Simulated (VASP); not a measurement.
Input:

```
CELL_PARAMETERS angstrom
      2.96964     0.00000     0.00000
      0.00000     2.96964     0.00000
      0.00000     0.00000     2.96964
ATOMIC_POSITIONS crystal
  Ti 0.00000 0.00000 0.00000
  Co 0.50000 0.50000 0.50000
```

The numbers are results of PBE GGA, VASP's PBE PAW potentials (set 64) (plane waves; VASP), not measurements. Run with 520 eV cut-off, 11×11×11 Γ-centred mesh, first-order Methfessel-Paxton smearing of 0.10 eV, potentials Ti_sv Co.

### Question
What does the run give for the energy per atom (σ→0), band gap (on the k-mesh) with the smallest direct gap where there is one?

### Answer

```yaml
band gap (on the k-mesh): none (metal, semimetal or under 0.01 eV)
energy per atom (σ→0): -7.819 eV/atom
```

The compound is TiCo in the CsCl type structure. It was relaxed first. The start is the result of an earlier pass. The run is not spin-polarised, so no magnetic state was tried. The electron count is odd and the run is not spin-polarised, which forces a metal.
